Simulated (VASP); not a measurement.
Level of theory: PBE GGA, VASP's PBE PAW potentials (set 64) (plane waves; VASP).

VASP ran on this input.

KPOINTS:
```
Automatic mesh
0
G
  7 7 4
```

POSCAR:
```
Er
3.4860080
  0.5000000000  -0.8660255513   0.0000000000
  0.5000000000   0.8660255513   0.0000000000
  0.0000000000   0.0000000000   1.5702250253
Er
2
Cartesian
  0.5000000000   0.2886757611   0.3925562563
  0.5000000000  -0.2886757611   1.1776687690
```

**INCAR**
```
SYSTEM = Er
PREC = Accurate
ENCUT = 300
EDIFF = 1E-6
NELM = 100
ALGO = Normal
LREAL = .FALSE.
LASPH = .TRUE.
ISMEAR = -1
SIGMA = 0.1
GGA = PE
LMAXMIX = 6
LWAVE = .FALSE.
LCHARG = .FALSE.
ISIF = 2
ISPIN = 2
MAGMOM = 3.0 3.0
LORBIT = 11
```

POTCAR, in this order: Er (PBE.64 set). Program: vasp_std.

### Question
What will the output report for the number of irreducible k-points (NKPTS), largest plane-wave count, number of space-group operations, FFT grid (NGX, NGY, NGZ)?

### Answer

```
Property                                      Result
--------------------------------------  ------------
number of irreducible k-points (NKPTS)            24
largest plane-wave count                         699
number of space-group operations                  24
FFT grid (NGX, NGY, NGZ)                20 × 20 × 32
```

The structure is a typed Er crystal. The cell was not relaxed at this level, and its volume differs by -5.9 % from the start's.
